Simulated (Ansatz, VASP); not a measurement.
## SiSnPN: VASP beside Ansatz

Aim: how closely do two programs agree when they are given the same cell, functional and k mesh? The cell is invented: As first built, before any earlier steps moved the atoms (in the runner's words): it takes the SnP structure with some of its atoms replaced by other elements, volume scaled by an estimate. It may not be a known or stable phase. The cell is taken from a series of VASP runs on this material, whose earlier steps may have relaxed, scaled or displaced it; both programs get it as it stands.

Main program and level: Ansatz 0.2.0; plane waves, with VASP 6.6.1 beside it; single point at PBEsol with D3(BJ) and electric field gradients at PBEsol with D3(BJ).

**1. The structure**

Symmetry: Amm2, No. 38, orthorhombic system. The conventional cell has a = 4.749 Å, b = 4.659 Å, c = 5.337 Å, α = 90.00°, β = 90.00°, γ = 90.00°. Sn has 3 N at 2.12 to 2.39 Å and 2 P at 2.52 Å nearest. P has 3 Si at 2.29 to 2.36 Å and 2 Sn at 2.52 Å nearest. Si has 3 P at 2.29 to 2.36 Å and 2 N at 2.38 Å nearest. N has 3 Sn at 2.12 to 2.39 Å and 2 Si at 2.38 Å nearest. As first built, before any earlier steps moved the atoms (in the runner's words): sites of the SnP structure (space group 107) filled with other elements, volume scaled by an estimate. Farther neighbours and most contacts between anions are not listed.

**2. Ansatz: single point, PBEsol with D3(BJ)**

Ansatz runs on its default PAW (the set named soft_2) files.

With cell and atoms fixed, the geometry can't cause a difference; cores, projectors, grids and the points listed under the comparison can.

input.yaml

```yaml
crystal:
  lattice:
    - [4.7487191751, 0.0, 0.0]
    - [0.0, 2.3293760766, 2.6682830814]
    - [0.0, -2.3293760766, 2.6682830814]
  atoms:
    - { symbol: Sn, position: [0.5, 0.551345482, 0.551345482] }
    - { symbol: P, position: [0.0, 0.3917948967, 0.3917948967] }
    - { symbol: Si, position: [0.0, 0.9633191844, 0.9633191844] }
    - { symbol: "N", position: [0.5, 0.9495384368, 0.9495384368] }
hamiltonian:
  xc: pbesol
  pseudopotentials: { kind: paw }
  dispersion: d3bj
kpoints:
  mp_grid: { grid: [6, 8, 8] }
scf:
  occupations: { method: fermi_dirac, width: 0.05 }
  n_extra_bands: 5
output:
  forces: true
  stress: true
  eigenvalues: true
```

Run with:

```console
$ ansatz run input.yaml --threads 2 --pin off --max-ram 4608MiB --backend cpu --events-out ev --progress --plain --runs-dir out
```

Numbers of over 12 decimals in the logs are rounded to 6 here.

The program printed:

```text
scf.n_extra_bands = 5 over 14 filled bands (N_el = 28.0): the run solves 19 bands
Engine: ansatz 0.2.0, aarch64-unknown-linux-gnu
Pseudopotentials: kind: paw
Pseudopotential: Sn, paw, valence charge 14, recommended cutoff 420 eV (normal), Sn.paw.azcp
Pseudopotential: P, paw, valence charge 5, recommended cutoff 420 eV (normal), P.paw.azcp
Pseudopotential: Si, paw, valence charge 4, recommended cutoff 420 eV (normal), Si.paw.azcp
Pseudopotential: N, paw, valence charge 5, recommended cutoff 420 eV (normal), N.paw.azcp
Functional definition: PBEsol
  exchange = pbesol_x
  correlation = pbesol_c
Crystal: 4 atoms, lattice volume = 59.031 Å³
Basis set: ecut = 420 eV, 1133 PW (Γ), exchange–correlation on 64×48×48 points (8 copies of the dense FFT grid, shifted against one another)
Bands: 19, of which v1, the nominal top of the filled ones, is band 14 counted from 1 (13 counted from 0)
Symmetry: 4 space group operations
Space group: Amm2 (ITA 38), of the structure as read, at distance tolerance 3.9e-5 Å
k-points: 84 of 384 (time reversal used)
Non-local potential: Sn, projectors of the file, l = 0: 2, l = 1: 2, l = 2: 2, l = 3: 2
Non-local potential: P, projectors of the file, l = 0: 2, l = 1: 2, l = 2: 2
Non-local potential: Si, projectors of the file, l = 0: 2, l = 1: 2, l = 2: 2
Non-local potential: N, projectors of the file, l = 0: 2, l = 1: 2, l = 2: 1
PAW form: soft (Blöchl's): semilocal exchange-correlation on the pseudo side does not see the compensation charge
PAW frozen core: Sn, regenerated for the run's functional, and the local potential with it (the file was generated under x = pbe(κ = 0.804, μ = 0.219515), c = pbe(β = 0.066725))
PAW frozen core: P, regenerated for the run's functional, and the local potential with it (the file was generated under x = pbe(κ = 0.804, μ = 0.219515), c = pbe(β = 0.066725))
PAW frozen core: Si, regenerated for the run's functional, and the local potential with it (the file was generated under x = pbe(κ = 0.804, μ = 0.219515), c = pbe(β = 0.066725))
PAW frozen core: N, regenerated for the run's functional, and the local potential with it (the file was generated under x = pbe(κ = 0.804, μ = 0.219515), c = pbe(β = 0.066725))
PAW one-centre angular grid: Sn, 590 points (default); XC on 64 Gauss nodes
PAW one-centre angular grid: P, 110 points (default); XC on 64 Gauss nodes
PAW one-centre angular grid: Si, 110 points (default); XC on 64 Gauss nodes
PAW one-centre angular grid: N, 110 points (default); XC on 64 Gauss nodes
Initial density: superposition of atomic densities (neutral atoms: chi_scale 0, normalization atom), corrected by the library's trained network
Initial wavefunctions: pseudopotential atomic-orbital guess
Functional: x = pbesol(κ = 0.804, μ = 0.123457), c = pbesol(β = 0.046)
SCF iter   1: F=—  HF=-7689.875892 eV  |F-HF|=—  |Δ(HF+E_count)|=         —  Δρ=1.19e-2  dr2=9.05e-2  ethr=1.77e-3  ⟨swp⟩=6.9  Hψ=9480  notcnv=0
preconditioner: auto → Kerker (q_TF=auto, 2.409 Å⁻¹)  [metal: Δε(μ)=0.010 eV  Ē_g=15.249 eV  σ=0.050 eV  W_gap=0.05  n_scr=16 (ndim 8)  ℏωp=25.6 eV  f_vac=0.000  D(μ)=1.49/eV (n_scr^D=6)]
SCF iter   2: F=—  HF=-7689.859615 eV  |F-HF|=—  |Δ(HF+E_count)|=   1.63e-2  Δρ=5.50e-3  dr2=2.07e-2  ethr=3.23e-4  ⟨swp⟩=2.0  Hψ=2606  notcnv=0  defer=5
SCF iter   3: F=—  HF=-7689.855569 eV  |F-HF|=—  |Δ(HF+E_count)|=   4.05e-3  Δρ=7.87e-4  dr2=2.47e-4  ethr=7.41e-5  ⟨swp⟩=2.1  Hψ=2385  notcnv=0  defer=5
SCF iter   4: F=—  HF=-7689.855548 eV  |F-HF|=—  |Δ(HF+E_count)|=   2.10e-5  Δρ=2.36e-4  dr2=3.51e-5  ethr=8.81e-7  ⟨swp⟩=2.1  Hψ=2782  notcnv=0  defer=5
SCF iter   5: F=—  HF=-7689.855546 eV  |F-HF|=—  |Δ(HF+E_count)|=   2.34e-6  Δρ=6.77e-5  dr2=3.47e-6  ethr=1.25e-7  ⟨swp⟩=2.2  Hψ=2693  notcnv=0  defer=5
SCF iter   6: F=—  HF=-7689.855546 eV  |F-HF|=—  |Δ(HF+E_count)|=   2.60e-7  Δρ=1.67e-5  dr2=1.71e-7  ethr=1.24e-8  ⟨swp⟩=2.9  Hψ=2845  notcnv=0  defer=5
SCF iter   7: F=-7689.855546 eV  HF=-7689.855546 eV  |F-HF|=6.79e-9  |Δ(HF+E_count)|=   1.42e-8  Δρ=2.99e-6  dr2=1.20e-8  ethr=3.57e-10  ⟨swp⟩=6.9  Hψ=7420  notcnv=0
SCF 1 converged in 7 iterations: F = -7689.855546 eV  dr2 = 1.20e-8
  greatest PAW one-centre occupation: 0.993 electrons in one spin orbital (limit 2), on the Sn atom at site 0 (counted from 0), in its partial waves of l = 2
SCF converged after 7 iterations
Free energy (F): -7689.855546 eV
Harris-Foulkes:  -7689.855546 eV  (|F-HF|=6.79e-9)
Internal energy: -7689.843960 eV  (E = F + TS)
E sigma→0 (E₀):  -7689.849753 eV
Entropy (-TS):   -0.011586 eV (-2.896 meV/atom)
Fermi energy:    11.883031 eV
--- Per-component energies (eV) ---
  E_band       = -10.898809
  E_kinetic    = 429.334509
  E_local      = -1196.281254  (includes V_loc(G=0)·N_el)
  E_nonlocal   = 76.379160
  E_hartree    = 674.552179
  E_xc         = -556.164190
  E_vxc        = -282.851803  (∫ρ·V_xc dr)
  E_paw        = -5241.944150  (= ΣΔE_a)
  E_vpaw       = -386.586006  (= ΣTr[D̂ρ^β])
  E_aug_tail   = 0.000096  (compensation charges beyond the density's cutoff)
  E_ewald      = -1874.808891
  E_disp       = -1.302014  (pairwise vdW)
  E_core_change = 0.390595  (= ΣΔE_core)
  E_smearing   = -0.011586  (= −TS)
  E_closure    = -0.000000  (closes the sum)
  Σ components = -7689.855546   (vs F -7689.855546, Δ=0.00e0)
--- Forces (eV/Å), atoms counted from 1 ---
  atom   1  Sn     0.00000000    -0.00000000     0.02146742
  atom   2  P      0.00000000    -0.00000000     0.00468259
  atom   3  Si     0.00000000     0.00000000    -0.01343252
  atom   4  N      0.00000000     0.00000000    -0.01270738
  max |Σ_I F_I| component: 1.01e-5 eV/Å
--- Stress (GPa, compression-positive) ---
        0.058219      -0.000000       0.000000
       -0.000000      -0.184615      -0.000000
        0.000000      -0.000000      -0.098794
  P = ⅓ Tr σ = -0.0751 GPa (-0.751 kbar)
--- Band table (eV; the first three rows and the last of 84) ---
  k-point 0: bands = [... 10 lower, 8.0283, 9.3737, 9.9986, 10.0630, 10.5672, 12.5998, 16.6957, 17.0452, ... 1 higher]
  k-point 1: bands = [... 10 lower, 8.3496, 8.6602, 9.7170, 9.8615, 11.6045, 13.4295, 15.5853, 16.4594, ... 1 higher]
  k-point 2: bands = [... 10 lower, 7.9205, 8.9194, 9.2980, 10.0832, 12.6823, 13.8628, 15.7037, 15.7089, ... 1 higher]
  k-point 83: bands = [... 10 lower, 5.3884, 5.8661, 6.0380, 11.0521, 13.7607, 14.3707, 15.9249, 16.9213, ... 1 higher]
```

Wall time 8.1 s (2 threads of Arm Neoverse N1, shared host); peak memory 0.41 GiB; 16 s of CPU time.

In the SCF lines HF is the Harris–Foulkes energy and dr2 the Hartree energy of the density residual, in eV; the loop may stop once dr2 is under the threshold and the program's other checks hold. Hψ counts applications of the Hamiltonian.

The run ends at a pressure of -0.08 GPa, with forces up to 0.021 eV/Å.

**3. VASP: single point, PBEsol with D3(BJ)**

The same cell, functional, mesh and smearing now go to VASP, with its own data sets and cutoff.

Lines of VASP's logs that name or quote its potential files are left out, and so is its time.

INCAR

```
SYSTEM = SiSnPN
PREC = Accurate
ENCUT = 520
EDIFF = 1E-06
NELM = 100
ISMEAR = -1
SIGMA = 0.05
LREAL = .FALSE.
ALGO = Normal
GGA = PS
IVDW = 12
NBANDS = 20
LORBIT = 11
LWAVE = .FALSE.
LCHARG = .TRUE.
ISIF = 2
LELF = .TRUE.
LVHAR = .TRUE.
```

POSCAR

```
SiSnPN
1.0
    4.7487191751      0.0000000000      0.0000000000
    0.0000000000      2.3293760766      2.6682830814
    0.0000000000     -2.3293760766      2.6682830814
Sn P Si N
1 1 1 1
Direct
    0.5000000000      0.5513454820      0.5513454820
    0.0000000000      0.3917948967      0.3917948967
    0.0000000000      0.9633191844      0.9633191844
    0.5000000000      0.9495384368      0.9495384368
```

KPOINTS

```
Automatic mesh
0
Gamma
6 8 8
0 0 0
```

Potentials, in the order of the species: Sn_d, P, Si and N (PBE family, release 64).

Run with:

```console
$ mpirun -np 2 vasp_std
```

The program printed:

```text
[banner, memory and clock lines left out]
running    2 mpi-ranks, on    1 nodes
 distrk:  each k-point on    2 cores,    1 groups
 distr:  one band on    1 cores,    2 groups

 POSCAR found type information on POSCAR SnP SiN
 POSCAR found :  4 types and       4 ions
|                                                                             |
|               ----> ADVICE to this user running VASP <----                  |
|                                                                             |
|     You enforced a specific xc type in the INCAR file but a different       |
|     [... a line on the potential file left out ...]
|     I HOPE YOU KNOW WHAT YOU ARE DOING!                                     |
|                                                                             |

 LDA part: xc-table for (Slater+PW92), standard interpolation
 POSCAR, INCAR and KPOINTS ok, starting setup
 FFT: planning ... GRIDC
 FFT: planning ... GRID_SOFT
 FFT: planning ... GRID
 WAVECAR not read
 entering main loop
       N       E                     dE             d eps       ncg     rms          rms(c)
DAV:   1     0.210990746182E+03    0.21099E+03   -0.13687E+04  3472   0.178E+03
DAV:   2     0.922520566039E+00   -0.21007E+03   -0.20121E+03  3500   0.439E+02
DAV:   3    -0.237029989144E+02   -0.24626E+02   -0.23734E+02  4176   0.122E+02
DAV:   4    -0.246948465705E+02   -0.99185E+00   -0.98126E+00  4092   0.238E+01
DAV:   5    -0.247210789134E+02   -0.26232E-01   -0.26206E-01  4376   0.411E+00    0.930E+00
DAV:   6    -0.234242244310E+02    0.12969E+01   -0.11776E+01  5228   0.261E+01    0.583E+00
DAV:   7    -0.231507795380E+02    0.27344E+00   -0.16939E+00  3996   0.734E+00    0.310E+00
DAV:   8    -0.231411773129E+02    0.96022E-02   -0.37276E-01  4012   0.350E+00    0.897E-01
DAV:   9    -0.231324256895E+02    0.87516E-02   -0.36348E-02  4744   0.125E+00    0.348E-01
DAV:  10    -0.231325391609E+02   -0.11347E-03   -0.59808E-03  3820   0.565E-01    0.118E-01
DAV:  11    -0.231325404256E+02   -0.12646E-05   -0.21414E-04  4212   0.118E-01    0.533E-02
DAV:  12    -0.231325450903E+02   -0.46648E-05   -0.21559E-05  4100   0.329E-02    0.590E-03
DAV:  13    -0.231325448856E+02    0.20471E-06   -0.33574E-06  3600   0.127E-02
   1 F= -.24434201E+02 E0= -.24428412E+02  d E =-.115779E-01
```

Parts of OUTCAR (step 3):

```text
ion  position               nearest neighbor table
   1  0.500  0.551  0.551-   4 2.12   4 2.39   4 2.39   2 2.52   2 2.52   3 3.24   3 3.24   3 3.36
                             3 3.36   3 3.36   3 3.36
   2  0.000  0.392  0.392-   3 2.29   3 2.36   3 2.36   1 2.52   1 2.52   3 3.05
   3  0.000  0.963  0.963-   2 2.29   2 2.36   2 2.36   4 2.38   4 2.38   2 3.05   1 3.24   1 3.24
                             1 3.36   1 3.36   1 3.36   1 3.36
   4  0.500  0.950  0.950-   1 2.12   3 2.38   3 2.38   1 2.39   1 2.39

  LATTYP: Found a base centered orthorhombic cell.
 ALAT       =     4.6587521532
 B/A-ratio  =     1.1454926099
 C/A-ratio  =     1.0193113990

 Subroutine GETGRP returns: Found  4 space group operations
 (whereof  4 operations were pure point group operations)

The static configuration has the point symmetry C_2v.

 Found     84 irreducible k-points:

   k-points           NKPTS =     84   k-points in BZ     NKDIM =     84   number of bands    NBANDS=     20

   dimension x,y,z NGX =    36 NGY =   28 NGZ =   28
   dimension x,y,z NGXF=    72 NGYF=   56 NGZF=   56

   ENCUT  =  520.0 eV  38.22 Ry    6.18 a.u.   8.83  6.59  6.59*2*pi/ulx,y,z

   NELECT =      28.0000    total number of electrons

 k-points in reciprocal lattice and weights: Automatic mesh
   0.00000000  0.00000000  0.00000000       0.003
   0.16666667  0.00000000  0.00000000       0.005
   0.33333333  0.00000000  0.00000000       0.005
   0.50000000  0.00000000  0.00000000       0.003
   0.00000000  0.12500000  0.00000000       0.010
   0.16666667  0.12500000  0.00000000       0.021
   0.33333333  0.12500000  0.00000000       0.021
   0.50000000  0.12500000  0.00000000       0.010
   0.00000000  0.25000000  0.00000000       0.010
[...]
0.33333333  0.50000000  0.50000000       0.005
   0.50000000  0.50000000  0.50000000       0.003

 average (electrostatic) potential at core
       1 -97.5175       2 -79.6644       3 -80.3485       4 -59.5137

 E-fermi :   9.7827

 k-point     1 :       0.0000    0.0000    0.0000
  band No.  band energies     occupation
    ...
     11       5.9251      2.00000
     12       7.2725      2.00000
     13       7.8949      2.00000
     14       7.9630      2.00000
     15       8.4674      2.00000
     16      10.5022      0.00000
     17      14.6099      0.00000
     18      14.9601      0.00000
     19      15.4548      0.00000
     20      15.7988      0.00000

 k-point     2 :       0.1667    0.0000    0.0000
  band No.  band energies     occupation
    ...
     10       4.7854      2.00000
     11       6.1916      2.00000
     12       6.6329      2.00000
     13       7.0416      2.00000
     14       7.7675      2.00000
     15       9.8985      0.17954
     16      10.5953      0.00000
     17      14.4006      0.00000
     18      14.7012      0.00000
     19      15.1028      0.00000
    ...

 k-point     3 :       0.3333    0.0000    0.0000
  band No.  band energies     occupation
    ...
     10       5.3550      2.00000
     11       5.6190      2.00000
     12       6.4858      2.00000
     13       6.7701      2.00000
     14       7.7235      2.00000
     15      10.8323      0.00000
     16      11.1228      0.00000
     17      13.2263      0.00000
     18      14.1983      0.00000
     19      14.4652      0.00000
    ...

 Edisp (eV)   -1.30166

  Total       0.01540    -0.01470     0.00474     0.00000     0.00000     0.00000
  in kB       0.41794    -0.39895     0.12856     0.00000     0.00000     0.00000
  external pressure =        0.05 kB  Pullay stress =        0.00 kB

  energy-cutoff  :      520.00
  volume of cell :       59.03
      direct lattice vectors                 reciprocal lattice vectors
     4.748719175  0.000000000  0.000000000     0.210583099  0.000000000  0.000000000
     0.000000000  2.329376077  2.668283081     0.000000000  0.214649753  0.187386415
     0.000000000 -2.329376077  2.668283081     0.000000000 -0.214649753  0.187386415

 POSITION                                       TOTAL-FORCE (eV/Angst)
 -----------------------------------------------------------------------------------
      2.37436      0.00000      2.94229         0.000000      0.000000      0.005767
      0.00000      0.00000      2.09084         0.000000      0.000000      0.004732
      0.00000      0.00000      5.14082         0.000000      0.000000     -0.008985
      2.37436      0.00000      5.06727         0.000000      0.000000     -0.001514
 -----------------------------------------------------------------------------------
    total drift:                                0.000000      0.000000      0.000116

  FREE ENERGIE OF THE ION-ELECTRON SYSTEM (eV)
  ---------------------------------------------------
  free  energy   TOTEN  =       -24.4342012999 eV

  energy  without entropy=      -24.4226233675  energy(sigma->0) =      -24.42841233

 total charge
# of ion       s       p       d       tot
------------------------------------------
    1        1.152   1.080  10.126  12.358
    2        1.034   1.483   0.000   2.517
    3        0.836   0.731   0.000   1.567
    4        1.286   2.268   0.000   3.554
--------------------------------------------------
tot          4.308   5.562  10.126  19.996

[... 3 further parts left out ...]
```

The run ends at a pressure of 0.00 GPa, with forces up to 0.0090 eV/Å.

**4. Differences**

Known differences besides the potentials themselves: the cutoff is 420 eV in Ansatz and 520 eV in VASP; Ansatz makes its cores anew for this functional, VASP keeps those of its PBE data sets; VASP leaves aspherical gradient terms in its spheres out (LASPH is not set), Ansatz keeps them. Total energies have different zeros and are not compared.

Compared:

| quantity | Ansatz | VASP | difference |
| --- | --- | --- | --- |
| pressure (GPa) | -0.08 | 0.00 | -0.08 |
| pressure without Ansatz's Pulay correction (GPa) | -0.30 | 0.00 | -0.30 |

At this near-relaxed geometry the largest component of a force difference is 16 meV/Å. Ansatz's pressure holds a Pulay correction of 0.22 GPa; VASP's holds none.

(Continued in part 2 of 2.)

[Lines on the potential files, build, host, timing and source positions are cut from VASP's logs without a mark.]

[Logs are printed without paths, hosts, clocks, repeated set-up lines and the standing remarks that a program may print on its own settings, such as how far it seeks lower states.]

[Hosts, paths, dates, database ids (printed as entryN), source tags and the programs' standing remarks are cut or masked in the printed files.]
